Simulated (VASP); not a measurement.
TiN:

```
Ti N
1.0
     0.00000    2.11900    2.11900
     2.11900    0.00000    2.11900
     2.11900    2.11900    0.00000
Ti N
1 1
Direct
  0.00000 0.00000 0.00000
  0.50000 0.50000 0.50000
```

| Item | Value |
| --- | --- |
| Program | VASP 6.6.1 |
| Task | relaxation of cell and atoms |
| Functional | PBEsol |
| Potentials or basis | VASP PAW PBE potentials, release 64 (Ti_sv, N) |
| Cutoff | 600 eV |
| k mesh | 16 × 16 × 16 |
| Occupations | methfessel-paxton, width 0.1 eV |
| Spin | no spin polarisation |

At the start: pressure -6.6 GPa; volume 9.51 Å³/atom.

Question: How do energy, volume and symmetry change on relaxing?

Answer: Over 3 steps the energy falls by 4.5 meV/atom and the volume is 9.30 Å³/atom (-2.3 %); space group Fm-3m (No. 225, to 0.05 Å).

Step by step:
| step | energy change (eV) | largest force (eV/Å) | pressure (GPa) | volume (Å³) |
| --- | --- | --- | --- | --- |
| 1 | 0.0000 | 0.0000 | -6.58 | 19.03 |
| 2 | 0.0115 | 0.0000 | 10.91 | 17.97 |
| 3 | -0.0091 | 0.0000 | -0.03 | 18.60 |

Final structure:
```
CELL_PARAMETERS angstrom
0.00000 2.10294 2.10294
2.10294 0.00000 2.10294
2.10294 2.10294 0.00000
ATOMIC_POSITIONS crystal
Ti 0.00000 0.00000 0.00000
N 0.50000 0.50000 0.50000
```

Caveat: the PAW data sets were made with another functional, which shifts forces and pressure a little.
